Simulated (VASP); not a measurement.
The cell holds one Ni (fcc) (100) slab, with vacuum along c, ions free to move until forces fall under 0.03 eV/Å, no reconstruction beyond this cell, dipole correction on.

Data:

```yaml
crystal:
  lattice:
    - [2.46192, 0.00000, 0.00000]
    - [0.00000, 2.46192, 0.00000]
    - [0.00000, 0.00000, 25.28177]
  atoms:
    - { symbol: Ni, position: [0.00000, 0.50000, 0.33050], spin: 0.8 }
    - { symbol: Ni, position: [0.50000, 0.00000, 0.39651], spin: 0.8 }
    - { symbol: Ni, position: [0.00000, 0.50000, 0.46569], spin: 0.8 }
    - { symbol: Ni, position: [0.50000, 0.00000, 0.53431], spin: 0.8 }
    - { symbol: Ni, position: [0.00000, 0.50000, 0.60349], spin: 0.8 }
    - { symbol: Ni, position: [0.50000, 0.00000, 0.66950], spin: 0.8 }
```

Calculation: r2SCAN meta-GGA, VASP's PBE PAW potentials (set 64) (plane waves; VASP). Settings: 400 eV cut-off, 11×11×1 Γ-centred mesh, first-order Methfessel-Paxton smearing of 0.10 eV, potentials Ni.

```yaml
surface_energy: 2.54 J/m^2
work_function: 4.94 eV
band gap (on the k-mesh): none (metal, semimetal or under 0.01 eV)
cell_moment: 4.08 μB
```

Measured: work function 5.17 eV (computed value off by -0.23 eV), as given by Richard Tran et al., Surface Science (2019), arXiv:1902.07811.

The cell is a thin slab with vacuum, built from Ni (fcc): (100) face.
